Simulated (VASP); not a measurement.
OSZICAR of a VASP run on Tc (hcp):

OSZICAR:
```
       N       E                     dE             d eps       ncg     rms          rms(c)
DAV:   1     0.303191650062E+03    0.30319E+03   -0.16664E+04  5132   0.160E+03
DAV:   2    -0.167934152504E+02   -0.31999E+03   -0.31665E+03  5627   0.459E+02
DAV:   3    -0.244303997250E+02   -0.76370E+01   -0.75190E+01  5893   0.825E+01
DAV:   4    -0.245045434042E+02   -0.74144E-01   -0.73661E-01  5677   0.773E+00
DAV:   5    -0.245050681051E+02   -0.52470E-03   -0.52466E-03  5573   0.674E-01    0.258E+01
DAV:   6    -0.233174615628E+02    0.11876E+01   -0.23426E+00  5385   0.159E+01    0.972E+00
DAV:   7    -0.231226069537E+02    0.19485E+00   -0.60105E-01  5631   0.729E+00    0.121E+00
DAV:   8    -0.231097096231E+02    0.12897E-01   -0.25668E-02  5176   0.189E+00    0.826E-02
DAV:   9    -0.231094313647E+02    0.27826E-03   -0.58803E-04  5453   0.286E-01    0.329E-02
DAV:  10    -0.231094402789E+02   -0.89143E-05   -0.13769E-05  5492   0.369E-02    0.850E-03
DAV:  11    -0.231094397728E+02    0.50611E-06   -0.39217E-06  5144   0.207E-02
   1 F= -.16140229E+02 E0= -.16139994E+02  d E =-.161402E+02
       N       E                     dE             d eps       ncg     rms          rms(c)
DAV:   1    -0.230881354476E+02    0.21305E-01   -0.12425E-01  5247   0.442E+00    0.702E-01
DAV:   2    -0.230842263719E+02    0.39091E-02   -0.10299E-02  5253   0.113E+00    0.118E-01
DAV:   3    -0.230839879250E+02    0.23845E-03   -0.15501E-03  5509   0.401E-01    0.930E-02
DAV:   4    -0.230840590711E+02   -0.71146E-04   -0.72572E-05  5170   0.731E-02    0.103E-02
DAV:   5    -0.230840610024E+02   -0.19313E-05   -0.12659E-05  5485   0.358E-02    0.640E-03
DAV:   6    -0.230840616486E+02   -0.64628E-06   -0.11655E-06  2853   0.992E-03
   2 F= -.16139847E+02 E0= -.16139631E+02  d E =0.381772E-03
       N       E                     dE             d eps       ncg     rms          rms(c)
DAV:   1    -0.231085166192E+02   -0.24456E-01   -0.89462E-02  5246   0.376E+00    0.589E-01
DAV:   2    -0.231057286192E+02    0.27880E-02   -0.73681E-03  5252   0.956E-01    0.101E-01
DAV:   3    -0.231055559173E+02    0.17270E-03   -0.11240E-03  5491   0.341E-01    0.783E-02
DAV:   4    -0.231056057618E+02   -0.49844E-04   -0.52294E-05  5155   0.616E-02    0.101E-02
DAV:   5    -0.231056066417E+02   -0.87985E-06   -0.10033E-05  5496   0.320E-02    0.575E-03
DAV:   6    -0.231056070416E+02   -0.39990E-06   -0.88095E-07  2675   0.861E-03
   3 F= -.16140239E+02 E0= -.16140007E+02  d E =-.101751E-04
```

**Question.** Which electronic solver shows in the log?

**Answer.** It is blocked Davidson (ALGO = Normal, or the opening steps of other solvers). The INCAR had ALGO = Normal.

**Question.** Can the final energy be trusted as converged?

**Answer.** The run converged. It stopped with EDIFF = 1E-6, NELM = 100, NSW = 40 and EDIFFG = -0.02 after 3 ionic steps (LDA (Ceperley-Alder, Perdew-Zunger), plane waves, VASP's LDA PAW potentials (set 64)).

The compound is Tc in the hcp structure. This run relaxes it under an external pressure of 45 GPa. Symmetry was kept, so distortions that lower it aren't found.
